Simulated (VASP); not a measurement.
Computed with LDA (Ceperley-Alder, Perdew-Zunger), VASP's LDA PAW potentials (set 64) (plane waves; VASP).

Input for VASP

File POSCAR:
```
Hf
5.3771810
  1.0000000000   0.0000000000   0.0000000000
  0.0000000000   1.8576285604   0.0000000000
  0.0000000000   0.0000000000   4.5310738099
Hf
20
direct
  0.9166670000   0.0000000000   0.3693910000
  0.9166670000   0.5000000000   0.3693910000
  0.2500000000   0.7500000000   0.3693910000
  0.5833330000   0.2500000000   0.3693910000
  0.4166670000   0.0000000000   0.4346960000
  0.4166670000   0.5000000000   0.4346960000
  0.7500000000   0.7500000000   0.4346960000
  0.0833330000   0.2500000000   0.4346960000
  0.9166670000   0.0000000000   0.5000000000
  0.9166670000   0.5000000000   0.5000000000
  0.2500000000   0.7500000000   0.5000000000
  0.5833330000   0.2500000000   0.5000000000
  0.4166670000   0.0000000000   0.5653040000
  0.4166670000   0.5000000000   0.5653040000
  0.7500000000   0.7500000000   0.5653040000
  0.0833330000   0.2500000000   0.5653040000
  0.9166670000   0.0000000000   0.6306090000
  0.9166670000   0.5000000000   0.6306090000
  0.2500000000   0.7500000000   0.6306090000
  0.5833330000   0.2500000000   0.6306090000
```

**KPOINTS**
```
kpoints
0
gamma
  5 3 1
0 0 0
```

### INCAR
```
LMAXMIX = 6
LCHARG = F
ENCUT = 300   ! plane-wave cut-off (eV)
LWAVE = F
ALGO = Normal   ! blocked Davidson
SYSTEM = Hf
EDIFF = 1E-6   ! SCF stop (eV)
LASPH = T
ISIF = 2
NELM = 100
PREC = Accurate
ISMEAR = 0   ! Gaussian
SIGMA = 0.1
LREAL = Auto
```

POTCAR, in this order: Hf_pv (LDA.64 set). Program: vasp_std.

Output of the run:

### OUTCAR
```
 ion  position               nearest neighbor table
   1  0.917  0.000  0.369-   3 3.07   4 3.07   8 3.09   7 3.09   5 3.12   5 3.12   9 3.18
   2  0.917  0.500  0.369-   3 3.07   4 3.07   8 3.09   7 3.09   6 3.12   6 3.12  10 3.18
   3  0.250  0.750  0.369-   1 3.07   2 3.07   5 3.09   6 3.09   7 3.12   7 3.12  11 3.18
   4  0.583  0.250  0.369-   1 3.07   2 3.07   5 3.09   6 3.09   8 3.12   8 3.12  12 3.18
   5  0.417  0.000  0.435-   7 3.07   8 3.07  12 3.09  11 3.09   4 3.09   3 3.09   9 3.12   9 3.12
                             1 3.12   1 3.12  13 3.18
   6  0.417  0.500  0.435-   7 3.07   8 3.07  12 3.09  11 3.09   4 3.09   3 3.09  10 3.12  10 3.12
                             2 3.12   2 3.12  14 3.18
   7  0.750  0.750  0.435-   5 3.07   6 3.07   9 3.09  10 3.09   1 3.09   2 3.09  11 3.12  11 3.12
                             3 3.12   3 3.12  15 3.18
   8  0.083  0.250  0.435-   5 3.07   6 3.07   9 3.09  10 3.09   1 3.09   2 3.09  12 3.12  12 3.12
                             4 3.12   4 3.12  16 3.18
   9  0.917  0.000  0.500-  11 3.07  12 3.07   8 3.09  16 3.09  15 3.09   7 3.09   5 3.12  13 3.12
                             5 3.12  13 3.12   1 3.18  17 3.18
  10  0.917  0.500  0.500-  11 3.07  12 3.07   8 3.09  16 3.09  15 3.09   7 3.09   6 3.12  14 3.12
                             6 3.12  14 3.12   2 3.18  18 3.18
  11  0.250  0.750  0.500-   9 3.07  10 3.07   5 3.09   6 3.09  13 3.09  14 3.09   7 3.12  15 3.12
                             7 3.12  15 3.12   3 3.18  19 3.18
  12  0.583  0.250  0.500-   9 3.07  10 3.07   5 3.09   6 3.09  13 3.09  14 3.09   8 3.12  16 3.12
                             8 3.12  16 3.12   4 3.18  20 3.18
  13  0.417  0.000  0.565-  15 3.07  16 3.07  12 3.09  11 3.09  20 3.09  19 3.09   9 3.12   9 3.12
                            17 3.12  17 3.12   5 3.18
  14  0.417  0.500  0.565-  15 3.07  16 3.07  12 3.09  11 3.09  20 3.09  19 3.09  10 3.12  10 3.12
                            18 3.12  18 3.12   6 3.18
  15  0.750  0.750  0.565-  13 3.07  14 3.07   9 3.09  10 3.09  17 3.09  18 3.09  11 3.12  11 3.12
                            19 3.12  19 3.12   7 3.18
  16  0.083  0.250  0.565-  13 3.07  14 3.07   9 3.09  10 3.09  17 3.09  18 3.09  12 3.12  12 3.12
                            20 3.12  20 3.12   8 3.18
  17  0.917  0.000  0.631-  19 3.07  20 3.07  16 3.09  15 3.09  13 3.12  13 3.12   9 3.18
  18  0.917  0.500  0.631-  19 3.07  20 3.07  16 3.09  15 3.09  14 3.12  14 3.12  10 3.18
  19  0.250  0.750  0.631-  17 3.07  18 3.07  13 3.09  14 3.09  15 3.12  15 3.12  11 3.18
  20  0.583  0.250  0.631-  17 3.07  18 3.07  13 3.09  14 3.09  16 3.12  16 3.12  12 3.18
  LATTYP: Found a simple orthorhombic cell.
 ALAT       =     5.3771810000
 B/A-ratio  =     1.8576285604
 C/A-ratio  =     4.5310738099
 Subroutine PRICEL returns:
 Original cell was already a primitive cell.
 Subroutine GETGRP returns: Found  8 space group operations
...
```

OSZICAR:
```
       N       E                     dE             d eps       ncg     rms          rms(c)
DAV:   1     0.739776484229E+03    0.73978E+03   -0.87937E+04  1984   0.908E+02
DAV:   2    -0.142339200622E+03   -0.88212E+03   -0.85687E+03  1688   0.263E+02
DAV:   3    -0.212188450730E+03   -0.69849E+02   -0.66485E+02  1792   0.558E+01
DAV:   4    -0.218197667561E+03   -0.60092E+01   -0.57622E+01  2048   0.132E+01
DAV:   5    -0.218443698364E+03   -0.24603E+00   -0.23978E+00  1952   0.247E+00    0.212E+02
DAV:   6    -0.212505434854E+03    0.59383E+01   -0.18896E+02  1912   0.249E+01    0.789E+01
DAV:   7    -0.239642710853E+03   -0.27137E+02   -0.48516E+02  1848   0.300E+01    0.114E+02
DAV:   8    -0.200872353699E+03    0.38770E+02   -0.14401E+02  1936   0.182E+01    0.528E+01
DAV:   9    -0.198983520483E+03    0.18888E+01   -0.16945E+01  2016   0.756E+00    0.326E+01
DAV:  10    -0.198633203365E+03    0.35032E+00   -0.14298E+00  2064   0.275E+00    0.229E+01
DAV:  11    -0.198382612009E+03    0.25059E+00   -0.32576E-01  1984   0.130E+00    0.152E+01
DAV:  12    -0.198160939675E+03    0.22167E+00   -0.69589E-01  2056   0.192E+00    0.410E+00
DAV:  13    -0.198148333811E+03    0.12606E-01   -0.14728E-01  1968   0.933E-01    0.201E+00
DAV:  14    -0.198147077190E+03    0.12566E-02   -0.32301E-02  2008   0.429E-01    0.103E+00
DAV:  15    -0.198148468954E+03   -0.13918E-02   -0.69164E-03  2016   0.200E-01    0.665E-01
DAV:  16    -0.198149811951E+03   -0.13430E-02   -0.28922E-03  1928   0.106E-01    0.265E-01
DAV:  17    -0.198151837874E+03   -0.20259E-02   -0.76739E-04  1808   0.654E-02    0.125E-01
DAV:  18    -0.198153221791E+03   -0.13839E-02   -0.25751E-04  1840   0.356E-02    0.803E-02
DAV:  19    -0.198154454358E+03   -0.12326E-02   -0.12014E-04  1648   0.183E-02    0.639E-02
DAV:  20    -0.198155468286E+03   -0.10139E-02   -0.12913E-04  1552   0.136E-02    0.233E-02
DAV:  21    -0.198156128849E+03   -0.66056E-03   -0.86580E-05  1496   0.119E-02    0.183E-02
DAV:  22    -0.198156373599E+03   -0.24475E-03   -0.32170E-05  1464   0.838E-03    0.142E-02
DAV:  23    -0.198156492981E+03   -0.11938E-03   -0.10498E-05  1288   0.411E-03    0.126E-02
DAV:  24    -0.198156542281E+03   -0.49301E-04   -0.55011E-06  1272   0.293E-03    0.754E-03
DAV:  25    -0.198156560046E+03   -0.17765E-04   -0.11727E-06  1128   0.185E-03    0.240E-03
DAV:  26    -0.198156577668E+03   -0.17623E-04   -0.71711E-07  1048   0.117E-03    0.193E-03
DAV:  27    -0.198156597045E+03   -0.19376E-04   -0.89937E-07  1056   0.116E-03    0.272E-03
DAV:  28    -0.198156602803E+03   -0.57584E-05   -0.95064E-07  1040   0.895E-04    0.266E-03
DAV:  29    -0.198156611069E+03   -0.82656E-05   -0.21768E-07   984   0.987E-04    0.112E-03
DAV:  30    -0.198156613701E+03   -0.26321E-05   -0.13795E-07   952   0.528E-04    0.124E-03
DAV:  31    -0.198156614059E+03   -0.35845E-06   -0.29345E-08   880   0.308E-04
   1 F= -.19815661E+03 E0= -.19810132E+03  d E =-.110585E+00
```

OUTCAR:
```
------------------------ aborting loop because EDIFF is reached ----------------------------------------
  FORCE on cell =-STRESS in cart. coord.  units (eV):
  Direction    XX          YY          ZZ          XY          YZ          ZX
  --------------------------------------------------------------------------------------
  Total      -27.5638030    -22.0104923    -25.7335585      0.0000000      0.0000000      0.0000000
  in kB      -33.7462670    -26.9473681    -31.5055050      0.0000000      0.0000000      0.0000000
  external PRESSURE =     -30.7330467 kB  Pullay stress =       0.0000000 kB
  volume of cell :     1308.65
      direct lattice vectors                 reciprocal lattice vectors
     5.377181000  0.000000000  0.000000000     0.185971051  0.000000000  0.000000000
     0.000000000  9.988805000  0.000000000     0.000000000  0.100112075  0.000000000
     0.000000000  0.000000000 24.364404000     0.000000000  0.000000000  0.041043483
 POSITION                                       TOTAL-FORCE (eV/Angst)
 -----------------------------------------------------------------------------------
      4.92908      0.00000      8.99999         0.000000      0.000000      1.155893
      4.92908      4.99440      8.99999         0.000000     -0.000000      1.155893
      1.34430      7.49160      8.99999         0.779941      0.000000      1.069938
      3.13669      2.49720      8.99999        -0.779941      0.000000      1.069938
      2.24049      0.00000     10.59111         0.000000      0.000000     -0.353004
      2.24049      4.99440     10.59111         0.000000     -0.000000     -0.353004
      4.03289      7.49160     10.59111        -0.285886      0.000000     -0.225189
      0.44810      2.49720     10.59111         0.285886      0.000000     -0.225189
      4.92908      0.00000     12.18220         0.000000      0.000000      0.000000
      4.92908      4.99440     12.18220         0.000000      0.000000      0.000000
      1.34430      7.49160     12.18220         0.311779      0.000000     -0.000000
      3.13669      2.49720     12.18220        -0.311779      0.000000      0.000000
      2.24049      0.00000     13.77330         0.000000      0.000000      0.353004
      2.24049      4.99440     13.77330         0.000000     -0.000000      0.353004
      4.03289      7.49160     13.77330        -0.285886      0.000000      0.225189
      0.44810      2.49720     13.77330         0.285886      0.000000      0.225189
      4.92908      0.00000     15.36441         0.000000      0.000000     -1.155893
      4.92908      4.99440     15.36441         0.000000     -0.000000     -1.155893
      1.34430      7.49160     15.36441         0.779941      0.000000     -1.069938
      3.13669      2.49720     15.36441        -0.779941      0.000000     -1.069938
 -----------------------------------------------------------------------------------
    total drift:                                0.007974      0.000000      0.000000
  FREE ENERGIE OF THE ION-ELECTRON SYSTEM (eV)
  ---------------------------------------------------
  free  energy   TOTEN  =      -198.1566140593 eV

  energy  without entropy=     -198.0460291902  energy(sigma->0) =     -198.10132162
```
(Selected blocks of OUTCAR.)

OUTCAR:
```
 val. band max:       -0.6399287541   @ k =   0.0000   0.3333   0.0000

 cond. band min:      -0.6223509440   @ k =   0.4000   0.3333   0.0000


 Fermi energy:        -0.6269202300

 k-point     1 :       0.0000    0.0000    0.0000
  band No.  band energies     occupation
      1     -31.6762      2.00000
      2     -31.6679      2.00000
      3     -31.6519      2.00000
      4     -31.6506      2.00000
      5     -31.6372      2.00000
      6     -31.6352      2.00000
      7     -31.6073      2.00000
      8     -31.5765      2.00000
      9     -31.5670      2.00000
     10     -31.5642      2.00000
     11     -31.5546      2.00000
     12     -31.5490      2.00000
     13     -31.5458      2.00000
     14     -31.5258      2.00000
     15     -31.5067      2.00000
     16     -31.4974      2.00000
     17     -31.4170      2.00000
     18     -31.4096      2.00000
     19     -31.3757      2.00000
     20     -31.3669      2.00000
     21     -31.3092      2.00000
     22     -31.2741      2.00000
     23     -31.2514      2.00000
     24     -31.1872      2.00000
     25     -31.1691      2.00000
     26     -31.1579      2.00000
     27     -31.1290      2.00000
     28     -31.0878      2.00000
     29     -31.0728      2.00000
     30     -31.0344      2.00000
     31     -30.9578      2.00000
     32     -30.9407      2.00000
     33     -30.9342      2.00000
     34     -30.9264      2.00000
     35     -30.9227      2.00000
     36     -30.9226      2.00000
     37     -30.8614      2.00000
     38     -30.8510      2.00000
     39     -30.8029      2.00000
     40     -30.7962      2.00000
     41     -30.7757      2.00000
     42     -30.7567      2.00000
     43     -30.7328      2.00000
     44     -30.7238      2.00000
     45     -30.6905      2.00000
     46     -30.6758      2.00000
     47     -30.6716      2.00000
     48     -30.6645      2.00000
     49     -30.6347      2.00000
     50     -30.6242      2.00000
     51     -30.6222      2.00000
...
```

At this cut-off the stress carries a Pulay error, which pulls relaxed volumes low. The cell holds a wide vacuum, so values per volume refer to the whole cell. Unless said otherwise, spin-orbit coupling is left out, though it shifts the bands of the heavy elements here.

The cell is a sheet with vacuum, built from a generated structure.
